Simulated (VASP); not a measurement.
Here is the system:

```xyz
8
Lattice="5.7452 0.0000 0.0000 -2.8726 4.9755 0.0000 0.0000 0.0000 4.6280" Properties=species:S:1:pos:R:3 pbc="T T T"
Ti     2.8726     3.2823     1.1570
Ti     0.0000     1.6932     3.4710
Ti    -1.4063     4.1289     3.4710
Ti     4.2789     0.8466     1.1570
Ti     1.4664     0.8466     1.1570
Ti     1.4063     4.1289     3.4710
Al     0.0000     3.3170     1.1570
Al     2.8726     1.6585     3.4710
```

Method: r2SCAN meta-GGA, VASP's PBE PAW potentials (set 64) (plane waves; VASP). Numerical set-up: 400 eV cut-off, 7×7×8 Γ-centred mesh, tetrahedra with Blöchl corrections, potentials Ti_sv Al.

Problem. Give the energies of bands 32 to 45 at the high-symmetry points, in eV from the Fermi level.

Solution. 
| band | Γ | M | K | A | L | H |
|---|---|---|---|---|---|---|
| 32 | -2.22 | -1.63 | -1.86 | -1.94 | -2.13 | -1.54 |
| 33 | -1.92 | -1.56 | -1.52 | -0.76 | -1.40 | -1.15 |
| 34 | -1.29 | -0.92 | -1.19 | -0.76 | -1.40 | -1.15 |
| 35 | -1.29 | -0.89 | -0.62 | -0.76 | -0.32 | -0.36 |
| 36 | -0.92 | -0.73 | -0.62 | -0.76 | -0.32 | -0.36 |
| 37 | -0.92 | -0.58 | -0.62 | -0.57 | -0.07 | -0.30 |
| 38 | -0.46 | -0.35 | -0.11 | -0.57 | -0.07 | -0.30 |
| 39 | -0.41 | -0.35 | -0.11 | -0.06 | 0.09 | -0.06 |
| 40 | -0.08 | 0.66 | 0.42 | -0.06 | 0.09 | -0.06 |
| 41 | 0.88 | 0.70 | 0.67 | 0.54 | 0.29 | 0.66 |
| 42 | 0.88 | 0.79 | 0.67 | 0.54 | 0.29 | 0.66 |
| 43 | 0.92 | 0.92 | 1.13 | 0.54 | 0.78 | 1.01 |
| 44 | 1.08 | 1.11 | 1.13 | 0.54 | 0.78 | 1.01 |
| 45 | 1.08 | 1.58 | 1.21 | 1.99 | 1.58 | 1.02 |

It has no gap at this level: it comes out as a metal or semimetal.

The structure comes from a computed database's Ti3Al entry (P6_3/mmc); how it stands against other phases isn't given here. It was relaxed first.
